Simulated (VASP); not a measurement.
# Hf: convergence with the plane-wave cutoff and SCF solver

Aim: find what the plane-wave cutoff and SCF solver change for Hf, and what they cost. The series runs use r2SCAN. The plane-wave cutoff tried: ENCUT = 130; ENCUT = 170; ENCUT = 200; ENCUT = 220; ENCUT = 250; ENCUT = 290; ENCUT = 350; ENCUT = 440. The SCF solver tried: ALGO = Normal; ALGO = Fast; ALGO = VeryFast; ALGO = All; ALGO = Damped; AMIX = 0.1, BMIX = 0.01; AMIX = 0.8; IMIX = 1, AMIX = 0.2. This is not the structure that Hf takes at ambient conditions. The start is a cell from a database of measured crystal structures.

Calculated with VASP 6.6.1; r2SCAN; plane waves and PAW (Hf_pv).

## 1. The starting structure

Symmetry: Im-3m, No. 229, cubic system. The conventional cell has a = 3.610 Å, b = 3.610 Å, c = 3.610 Å, α = 90.00°, β = 90.00°, γ = 90.00°. Nearest to Hf lie 8 Hf at 3.13 Å.

## 2. Plane-wave cutoff: ENCUT = 130

The basis grows with ENCUT, and energy and stress both move with it. r2SCAN adds the kinetic-energy density, costs more than a GGA and is run with LASPH.

The input, INCAR:

```
SYSTEM = Hf
PREC = Accurate
ENCUT = 130
EDIFF = 1E-06
NELM = 100
ISMEAR = -1
SIGMA = 0.05
LREAL = .FALSE.
ALGO = Normal
METAGGA = R2SCAN
LASPH = .TRUE.
NBANDS = 11
LORBIT = 11
LWAVE = .FALSE.
LCHARG = .FALSE.
KPAR = 2
ISIF = 2
```

The input, POSCAR:

```
Hf
1.0
   -1.8050000000      1.8050000000      1.8050000000
    1.8050000000     -1.8050000000      1.8050000000
    1.8050000000      1.8050000000     -1.8050000000
Hf
1
Direct
    0.0000000000      0.0000000000      0.0000000000
```

The input, KPOINTS:

```
Automatic mesh
0
Gamma
9 9 9
0 0 0
```

The projector-augmented-wave data sets are Hf_pv (PBE family, release 64).

Command:

```
$ mpirun -np 2 vasp_std
```

Log:

```text
[banner, memory and clock lines left out]
running    2 mpi-ranks, on    1 nodes
 distrk:  each k-point on    1 cores,    2 groups
 distr:  one band on    1 cores,    1 groups

 POSCAR found type information on POSCAR Hf
 POSCAR found :  1 types and       1 ions
|                                                                             |
|               ----> ADVICE to this user running VASP <----                  |
|                                                                             |
|     You enforced a specific xc type in the INCAR file but a different       |
|     [... a line on the potential file left out ...]
|     I HOPE YOU KNOW WHAT YOU ARE DOING!                                     |
|                                                                             |

 LDA part: xc-table for (None), standard interpolation
 POSCAR, INCAR and KPOINTS ok, starting setup
 FFT: planning ... GRIDC
 FFT: planning ... GRID_SOFT
 FFT: planning ... GRID
 WAVECAR not read
 entering main loop
       N       E                     dE             d eps       ncg     rms          rms(c)
DAV:   1    -0.348683449783E+02   -0.34868E+02   -0.27293E+03   868   0.294E+02
DAV:   2    -0.477261962238E+02   -0.12858E+02   -0.12436E+02   898   0.806E+01
DAV:   3    -0.478799028538E+02   -0.15371E+00   -0.15339E+00   955   0.782E+00
DAV:   4    -0.478801654976E+02   -0.26264E-03   -0.26263E-03   865   0.356E-01
DAV:   5    -0.478801666339E+02   -0.11363E-05   -0.11363E-05   997   0.162E-02    0.294E+01
DAV:   6    -0.445301348846E+02    0.33500E+01   -0.70931E-01   815   0.695E+00    0.157E+01
DAV:   7    -0.443138969173E+02    0.21624E+00   -0.58853E-01   872   0.583E+00    0.137E+00
DAV:   8    -0.443171203055E+02   -0.32234E-02   -0.25702E-02   962   0.609E-01    0.553E-01
DAV:   9    -0.443166765943E+02    0.44371E-03   -0.25543E-03   838   0.327E-01    0.123E-01
DAV:  10    -0.443166881799E+02   -0.11586E-04   -0.25658E-04   857   0.113E-01    0.839E-02
DAV:  11    -0.443166612113E+02    0.26969E-04   -0.39211E-05   871   0.394E-02    0.457E-03
DAV:  12    -0.443166638400E+02   -0.26287E-05   -0.36909E-07   548   0.453E-03    0.235E-03
DAV:  13    -0.443166628535E+02    0.98654E-06   -0.11479E-07   445   0.225E-03
   1 F= -.44316663E+02 E0= -.44309463E+02  d E =-.144000E-01
```

Run time: 15 s. Hardware: 2 MPI ranks of AMD EPYC 7R43, shared host; peak memory 0.13 GiB; 29 s of CPU time.

Lines that name or quote the potential files are left out of all logs, and their timing lines are given in words.

OUTCAR, selected parts (step 2):

```text
ion  position               nearest neighbor table
   1  0.000  0.000  0.000-

  LATTYP: Found a body centered cubic cell.
 ALAT       =     3.6100000000

 Subroutine GETGRP returns: Found 48 space group operations
 (whereof 48 operations were pure point group operations)

The static configuration has the point symmetry O_h .

 Found     35 irreducible k-points:

   k-points           NKPTS =     35   k-points in BZ     NKDIM =     35   number of bands    NBANDS=     11

   dimension x,y,z NGX =    12 NGY =   12 NGZ =   12
   dimension x,y,z NGXF=    24 NGYF=   24 NGZF=   24

   ENCUT  =  130.0 eV   9.55 Ry    3.09 a.u.   2.91  2.91  2.91*2*pi/ulx,y,z

   NELECT =      10.0000    total number of electrons

 k-points in reciprocal lattice and weights: Automatic mesh
   0.00000000  0.00000000  0.00000000       0.001
   0.11111111  0.00000000  0.00000000       0.016
   0.22222222  0.00000000  0.00000000       0.016
   0.33333333  0.00000000  0.00000000       0.016
   0.44444444  0.00000000  0.00000000       0.016
   0.11111111  0.11111111  0.00000000       0.033
   0.22222222  0.11111111  0.00000000       0.066
   0.33333333  0.11111111  0.00000000       0.066
   0.44444444  0.11111111  0.00000000       0.033
[...]
-0.44444444 -0.44444444  0.33333333       0.011
  -0.44444444  0.44444444  0.44444444       0.008

 average (electrostatic) potential at core
       1 -45.1721

 E-fermi :   4.5919

 k-point     1 :       0.0000    0.0000    0.0000
  band No.  band energies     occupation
      1     -27.9142      2.00000
      2     -27.9141      2.00000
      3     -27.9141      2.00000
      4      -2.9967      2.00000
      5       6.2675      0.00000
      6       6.2676      0.00000
      7       6.2676      0.00000
      8       8.5182      0.00000
      9       8.5182      0.00000
    ...

 k-point     2 :       0.1111    0.0000    0.0000
  band No.  band energies     occupation
      1     -28.0267      2.00000
      2     -27.9573      2.00000
      3     -27.9101      2.00000
      4      -2.5415      2.00000
      5       5.9582      0.00000
      6       6.0080      0.00000
      7       6.5413      0.00000
      8       8.1553      0.00000
      9       8.5397      0.00000
    ...

 k-point     3 :       0.2222    0.0000    0.0000
  band No.  band energies     occupation
      1     -28.0399      2.00000
      2     -27.9796      2.00000
      3     -27.8199      2.00000
      4      -1.2806      2.00000
      5       5.3372      0.00000
      6       5.4412      0.00000
      7       7.8905      0.00000
      8       8.1300      0.00000
      9       9.2392      0.00000
    ...

  Total      -12.3103562    -12.3103562    -12.3103562      0.0000000     -0.0000000      0.0000000
  in kB     -838.4739828   -838.4739828   -838.4739828      0.0000000     -0.0000000      0.0000000
  external PRESSURE =    -838.4739828 kB  Pullay stress =       0.0000000 kB

  energy-cutoff  :      130.00
  volume of cell :       23.52
      direct lattice vectors                 reciprocal lattice vectors
    -1.805000000  1.805000000  1.805000000     0.000000000  0.277008310  0.277008310
     1.805000000 -1.805000000  1.805000000     0.277008310  0.000000000  0.277008310
     1.805000000  1.805000000 -1.805000000     0.277008310  0.277008310  0.000000000

 POSITION                                       TOTAL-FORCE (eV/Angst)
 -----------------------------------------------------------------------------------
      0.00000      0.00000      0.00000        -0.000000     -0.000000      0.000000
 -----------------------------------------------------------------------------------
    total drift:                               -0.000000     -0.000000      0.000000

  FREE ENERGIE OF THE ION-ELECTRON SYSTEM (eV)
  ---------------------------------------------------
  free  energy   TOTEN  =       -44.3166628535 eV

  energy  without entropy=      -44.3022628279  energy(sigma->0) =      -44.30946284

 total charge
# of ion       s       p       d       tot
------------------------------------------
    1        0.390   6.345   1.502   8.238

[... 3 further parts left out ...]
```

The k-mesh is coarse for a metal. Harder data sets than Hf_pv exist (the GW ones), and pressures, volumes and forces can shift noticeably with them. The PAW data sets were made with PBE, which is usual practice but a small mismatch for other functionals.

Numbers from this step:

| Item | Value |
| --- | --- |
| SCF cycles | 13 |
| electrons | 10 |
| bands | 11 |
| irreducible k-points | 35 |
| symmetry operations | 48 |
| free energy (TOTEN) | -44.32 eV |
| energy at zero smearing | -44.31 eV |
| Fermi energy | 4.592 eV |
| pressure | -83.85 GPa |
| metallic | yes |

The series starts at -44.3095 eV an atom and -83.85 GPa, after 13 cycles in 15 s.

## 3. Plane-wave cutoff: ENCUT = 170

INCAR: that of step 2 with these lines changed.

```diff
@@ -2,3 +2,3 @@
 PREC = Accurate
-ENCUT = 130
+ENCUT = 170
 EDIFF = 1E-06
```

POSCAR is that of step 2.

KPOINTS is that of step 2.

Command:

```
$ mpirun -np 2 vasp_std
```

Log:

```text
[banner, memory and clock lines left out]
running    2 mpi-ranks, on    1 nodes
[...]
[... a notice as in an earlier step ...]

 LDA part: xc-table for (None), standard interpolation
 POSCAR, INCAR and KPOINTS ok, starting setup
[...]
entering main loop
       N       E                     dE             d eps       ncg     rms          rms(c)
DAV:   1    -0.341737478899E+02   -0.34174E+02   -0.32185E+03   875   0.355E+02
DAV:   2    -0.475867073850E+02   -0.13413E+02   -0.13047E+02   912   0.883E+01
DAV:   3    -0.477728625828E+02   -0.18616E+00   -0.18370E+00   921   0.890E+00
DAV:   4    -0.477734740359E+02   -0.61145E-03   -0.61134E-03   899   0.587E-01
[...]
DAV:  10    -0.447778196569E+02   -0.25756E-04   -0.19843E-04   857   0.990E-02    0.163E-01
DAV:  11    -0.447777933437E+02    0.26313E-04   -0.60754E-05   930   0.496E-02    0.236E-02
DAV:  12    -0.447777940782E+02   -0.73454E-06   -0.37889E-07   621   0.453E-03
   1 F= -.44777794E+02 E0= -.44767482E+02  d E =-.206239E-01
```

Elapsed: 11 s, on 2 MPI ranks; peak memory 0.15 GiB; 20 s of CPU time.

From OUTCAR (step 3):

```text
  Total       -2.9083221     -2.9083221     -2.9083221     -0.0000000      0.0000000     -0.0000000
  in kB     -198.0895076   -198.0895076   -198.0895076     -0.0000000      0.0000000     -0.0000000
  external PRESSURE =    -198.0895076 kB  Pullay stress =       0.0000000 kB

  FREE ENERGIE OF THE ION-ELECTRON SYSTEM (eV)
  ---------------------------------------------------
  free  energy   TOTEN  =       -44.7777940782 eV

  energy  without entropy=      -44.7571702095  energy(sigma->0) =      -44.76748214

[... 2 parts as in an earlier step ...]

[... 2 further parts left out ...]
[key lines of the parts left out:]
E-fermi :   4.2593
```

Against the run before the energy moves by -458.02 meV an atom and the pressure by +64.04 GPa, after 12 cycles in 11 s.

## 4. Plane-wave cutoff: ENCUT = 200

INCAR: that of step 3 with these lines changed.

```diff
@@ -2,3 +2,3 @@
 PREC = Accurate
-ENCUT = 170
+ENCUT = 200
 EDIFF = 1E-06
```

POSCAR is that of step 3.

KPOINTS is that of step 3.

Command:

```
$ mpirun -np 2 vasp_std
```

Log:

```text
[... set-up lines as in an earlier step ...]
 entering main loop
       N       E                     dE             d eps       ncg     rms          rms(c)
DAV:   1    -0.332744592016E+02   -0.33274E+02   -0.35457E+03   853   0.405E+02
DAV:   2    -0.475797412645E+02   -0.14305E+02   -0.13924E+02   898   0.979E+01
DAV:   3    -0.477978342403E+02   -0.21809E+00   -0.21770E+00   959   0.100E+01
DAV:   4    -0.477986840842E+02   -0.84984E-03   -0.84978E-03   885   0.736E-01
[...]
DAV:  12    -0.448731095459E+02    0.11559E-05   -0.61353E-07   768   0.584E-03    0.149E-02
DAV:  13    -0.448731124714E+02   -0.29256E-05   -0.28470E-07   505   0.388E-03    0.226E-03
DAV:  14    -0.448731117540E+02    0.71745E-06   -0.22618E-08   454   0.127E-03
   1 F= -.44873112E+02 E0= -.44863198E+02  d E =-.198267E-01
```

The job ended after 12 s (2 MPI ranks; peak memory 0.14 GiB; 23 s of CPU time).

OUTCAR, selected parts (step 4):

```text
  Total       -1.2909319     -1.2909319     -1.2909319     -0.0000000     -0.0000000      0.0000000
  in kB      -87.9270115    -87.9270115    -87.9270115     -0.0000000     -0.0000000      0.0000000
  external PRESSURE =     -87.9270115 kB  Pullay stress =       0.0000000 kB

 POSITION                                       TOTAL-FORCE (eV/Angst)
 -----------------------------------------------------------------------------------
      0.00000      0.00000      0.00000         0.000000      0.000000     -0.000000
 -----------------------------------------------------------------------------------
    total drift:                               -0.000000     -0.000000      0.000000

  FREE ENERGIE OF THE ION-ELECTRON SYSTEM (eV)
  ---------------------------------------------------
  free  energy   TOTEN  =       -44.8731117540 eV

  energy  without entropy=      -44.8532850995  energy(sigma->0) =      -44.86319843

[... 1 part as in an earlier step ...]

[... 2 further parts left out ...]
[key lines of the parts left out:]
E-fermi :   4.1858
```

Against the run before the energy moves by -95.72 meV an atom and the pressure by +11.02 GPa, after 14 cycles in 12 s.

## 5. Plane-wave cutoff: ENCUT = 220

INCAR: that of step 4 with these lines changed.

```diff
@@ -2,3 +2,3 @@
 PREC = Accurate
-ENCUT = 200
+ENCUT = 220
 EDIFF = 1E-06
```

POSCAR is that of step 4.

KPOINTS is that of step 4.

Command:

```
$ mpirun -np 2 vasp_std
```

Log:

```text
[... set-up lines as in an earlier step ...]
 entering main loop
       N       E                     dE             d eps       ncg     rms          rms(c)
DAV:   1    -0.313112972336E+02   -0.31311E+02   -0.37973E+03   821   0.439E+02
DAV:   2    -0.475353617296E+02   -0.16224E+02   -0.15792E+02   906   0.106E+02
DAV:   3    -0.478139282050E+02   -0.27857E+00   -0.27816E+00   972   0.112E+01
DAV:   4    -0.478149224651E+02   -0.99426E-03   -0.99403E-03   897   0.780E-01
[...]
DAV:  13    -0.449012975186E+02   -0.30917E-05   -0.44669E-07   517   0.492E-03    0.382E-03
DAV:  14    -0.449012964866E+02    0.10320E-05   -0.45872E-08   463   0.173E-03    0.645E-04
DAV:  15    -0.449012963714E+02    0.11519E-06   -0.26178E-09   445   0.403E-04
   1 F= -.44901296E+02 E0= -.44891448E+02  d E =-.196958E-01
```

The job ended after 14 s (2 MPI ranks; peak memory 0.15 GiB).

OUTCAR, selected parts (step 5):

```text
  Total       -0.9896395     -0.9896395     -0.9896395     -0.0000000     -0.0000000      0.0000000
  in kB      -67.4056043    -67.4056043    -67.4056043     -0.0000000     -0.0000000      0.0000000
  external PRESSURE =     -67.4056043 kB  Pullay stress =       0.0000000 kB

 POSITION                                       TOTAL-FORCE (eV/Angst)
 -----------------------------------------------------------------------------------
      0.00000      0.00000      0.00000        -0.000000      0.000000     -0.000000
 -----------------------------------------------------------------------------------
    total drift:                               -0.000000      0.000000      0.000000

  FREE ENERGIE OF THE ION-ELECTRON SYSTEM (eV)
  ---------------------------------------------------
  free  energy   TOTEN  =       -44.9012963714 eV

  energy  without entropy=      -44.8816006011  energy(sigma->0) =      -44.89144849

[... 1 part as in an earlier step ...]

[... 2 further parts left out ...]
[key lines of the parts left out:]
E-fermi :   4.1660
```

Against the run before the energy moves by -28.25 meV an atom and the pressure by +2.05 GPa, after 15 cycles in 14 s.

## 6. Plane-wave cutoff: ENCUT = 250

INCAR: that of step 5 with these lines changed.

```diff
@@ -2,3 +2,3 @@
 PREC = Accurate
-ENCUT = 220
+ENCUT = 250
 EDIFF = 1E-06
```

POSCAR is that of step 5.

KPOINTS is that of step 5.

Command:

```
$ mpirun -np 2 vasp_std
```

Log:

```text
[... set-up lines as in an earlier step ...]
 entering main loop
       N       E                     dE             d eps       ncg     rms          rms(c)
DAV:   1    -0.301845617552E+02   -0.30185E+02   -0.41222E+03   813   0.489E+02
DAV:   2    -0.475010118690E+02   -0.17316E+02   -0.16775E+02   925   0.114E+02
DAV:   3    -0.478238185257E+02   -0.32281E+00   -0.32080E+00   933   0.123E+01
DAV:   4    -0.478254126431E+02   -0.15941E-02   -0.15939E-02   910   0.105E+00
[...]
DAV:  13    -0.449169358009E+02   -0.28145E-05   -0.48421E-07   499   0.526E-03    0.277E-03
DAV:  14    -0.449169346560E+02    0.11449E-05   -0.50500E-08   460   0.184E-03    0.622E-04
DAV:  15    -0.449169344901E+02    0.16584E-06   -0.29637E-09   451   0.429E-04
   1 F= -.44916934E+02 E0= -.44907357E+02  d E =-.191549E-01
```

It took 14 s on 2 MPI ranks; peak memory 0.15 GiB; 27 s of CPU time.

OUTCAR, selected parts (step 6):

```text
  Total       -0.8667918     -0.8667918     -0.8667918      0.0000000      0.0000000     -0.0000000
  in kB      -59.0382862    -59.0382862    -59.0382862      0.0000000      0.0000000     -0.0000000
  external PRESSURE =     -59.0382862 kB  Pullay stress =       0.0000000 kB

 POSITION                                       TOTAL-FORCE (eV/Angst)
 -----------------------------------------------------------------------------------
      0.00000      0.00000      0.00000        -0.000000     -0.000000     -0.000000
 -----------------------------------------------------------------------------------
    total drift:                               -0.000000      0.000000      0.000000

  FREE ENERGIE OF THE ION-ELECTRON SYSTEM (eV)
  ---------------------------------------------------
  free  energy   TOTEN  =       -44.9169344901 eV

  energy  without entropy=      -44.8977795841  energy(sigma->0) =      -44.90735704

[... 1 part as in an earlier step ...]

[... 2 further parts left out ...]
[key lines of the parts left out:]
E-fermi :   4.1567
```

Against the run before the energy moves by -15.91 meV an atom and the pressure by +0.84 GPa, after 15 cycles in 14 s.

## 7. Plane-wave cutoff: ENCUT = 290

INCAR: that of step 6 with these lines changed.

```diff
@@ -2,3 +2,3 @@
 PREC = Accurate
-ENCUT = 250
+ENCUT = 290
 EDIFF = 1E-06
```

POSCAR is that of step 6.

KPOINTS is that of step 6.

Command:

```
$ mpirun -np 2 vasp_std
```

Log:

```text
[... set-up lines as in an earlier step ...]
 entering main loop
       N       E                     dE             d eps       ncg     rms          rms(c)
DAV:   1    -0.299927821515E+02   -0.29993E+02   -0.44453E+03   797   0.552E+02
DAV:   2    -0.475036238473E+02   -0.17511E+02   -0.16921E+02   938   0.118E+02
DAV:   3    -0.478228308606E+02   -0.31921E+00   -0.31384E+00   969   0.124E+01
DAV:   4    -0.478243521915E+02   -0.15213E-02   -0.15209E-02   907   0.100E+00
[...]
DAV:  10    -0.449168740811E+02    0.62838E-05   -0.30868E-04   878   0.129E-01    0.267E-01
DAV:  11    -0.449168635634E+02    0.10518E-04   -0.96599E-05   877   0.705E-02    0.129E-02
DAV:  12    -0.449168631060E+02    0.45742E-06   -0.12496E-06   856   0.867E-03
   1 F= -.44916863E+02 E0= -.44907336E+02  d E =-.190551E-01
```

The job ended after 23 s (2 MPI ranks; peak memory 0.17 GiB).

From OUTCAR (step 7):

```text
  Total       -0.8212858     -0.8212858     -0.8212858      0.0000000      0.0000000     -0.0000000
  in kB      -55.9388192    -55.9388192    -55.9388192      0.0000000      0.0000000     -0.0000000
  external PRESSURE =     -55.9388192 kB  Pullay stress =       0.0000000 kB

 POSITION                                       TOTAL-FORCE (eV/Angst)
 -----------------------------------------------------------------------------------
      0.00000      0.00000      0.00000         0.000000     -0.000000      0.000000
 -----------------------------------------------------------------------------------
    total drift:                                0.000000     -0.000000      0.000000

  FREE ENERGIE OF THE ION-ELECTRON SYSTEM (eV)
  ---------------------------------------------------
  free  energy   TOTEN  =       -44.9168631060 eV

  energy  without entropy=      -44.8978080362  energy(sigma->0) =      -44.90733557

[... 1 part as in an earlier step ...]

[... 2 further parts left out ...]
[key lines of the parts left out:]
E-fermi :   4.1537
```

Against the run before the energy moves by +0.02 meV an atom and the pressure by +0.31 GPa, after 12 cycles in 23 s.

(Part 1 of 3 ends here.)

[Lines on the potential files, build, host, timing and source positions are cut from VASP's logs without a mark.]

[Logs are printed without paths, hosts, clocks, repeated set-up lines and the standing remarks that a program may print on its own settings, such as how far it seeks lower states.]

[Hosts, paths, dates, database ids (printed as entryN), source tags and the programs' standing remarks are cut or masked in the printed files.]

[A measured line is paired with the nearest computed mode of its activity, which favours agreement.]
